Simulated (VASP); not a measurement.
Crystal: InGaAs2.

```
Ga In As
1.0
     0.00000    5.86000    5.86000
     5.86000    0.00000    5.86000
     5.86000    5.86000    0.00000
Ga In As
4 4 8
Direct
  0.00000 0.00000 0.00000
  0.00000 0.50000 0.00000
  0.50000 0.00000 0.50000
  0.50000 0.50000 0.50000
  0.00000 0.00000 0.50000
  0.00000 0.50000 0.50000
  0.50000 0.00000 0.00000
  0.50000 0.50000 0.00000
  0.12500 0.12500 0.12500
  0.12500 0.12500 0.62500
  0.12500 0.62500 0.12500
  0.12500 0.62500 0.62500
  0.62500 0.12500 0.12500
  0.62500 0.12500 0.62500
  0.62500 0.62500 0.12500
  0.62500 0.62500 0.62500
```

The cell comes from a database or a generator and needn't be the stable form of this composition.

```yaml
Program: VASP 6.6.1
Task: relaxation of cell and atoms
Functional: PBEsol
Potentials_or_basis: VASP PAW PBE potentials, release 64 (Ga_d, In_d, As)
Cutoff: 520 eV
k_mesh: 4 × 4 × 4
Occupations: gaussian, width 0.03 eV
Spin: no spin polarisation
```

At the start: pressure 1.4 GPa; volume 25.15 Å³/atom.

Q: How do energy, volume and symmetry change on relaxing?

A: Over 11 steps the energy falls by 40.2 meV/atom and the volume is 25.39 Å³/atom (+0.9 %); space group P-4m2 (No. 115, to 0.05 Å).

The path:
| step | energy change (eV) | largest force (eV/Å) | pressure (GPa) | volume (Å³) |
| --- | --- | --- | --- | --- |
| 1 | 0.0000 | 1.3602 | 1.44 | 402.46 |
| 2 | -0.4989 | 0.5228 | -1.11 | 415.73 |
| 3 | -0.5271 | 0.2962 | -1.76 | 419.78 |
| 4 | -0.6417 | 0.0264 | 0.18 | 405.30 |
| 5 | -0.6423 | 0.0002 | 0.00 | 406.37 |
| 6 | -0.6423 | 0.0068 | 0.03 | 406.10 |
| 7 | -0.6432 | 0.0107 | 0.02 | 406.19 |
| 8 | -0.6437 | 0.0148 | 0.01 | 406.28 |
| 9 | -0.6438 | 0.0171 | 0.00 | 406.32 |
| 10 | -0.6438 | 0.0174 | 0.00 | 406.33 |
| 11 | -0.6439 | 0.0041 | 0.00 | 406.28 |

Final structure:
```xyz
16
Lattice="0.0000 5.9111 5.8622 5.8622 0.0000 5.8622 5.8622 5.9111 0.0000" Properties=species:S:1:pos:R:3 pbc="T T T"
Ga    0.0000    0.0000    0.0000
Ga    2.9311    0.0000    2.9311
Ga    2.9311    5.9111    2.9311
Ga    5.8622    5.9111    5.8622
In    2.9311    2.9555    0.0000
In    5.8622    2.9555    2.9311
In    0.0000    2.9555    2.9311
In    2.9311    2.9555    5.8622
As    1.4656    1.3606    1.4656
As    4.3967    4.5504    1.4656
As    4.3967    1.3606    4.3967
As    7.3278    4.5504    4.3967
As    1.4656    4.5504    4.3967
As    4.3967    7.2717    4.3967
As    4.3967    4.5504    7.3278
As    7.3278    7.2717    7.3278
```

Caveat: the PAW data sets were made with another functional, which shifts forces and pressure a little.
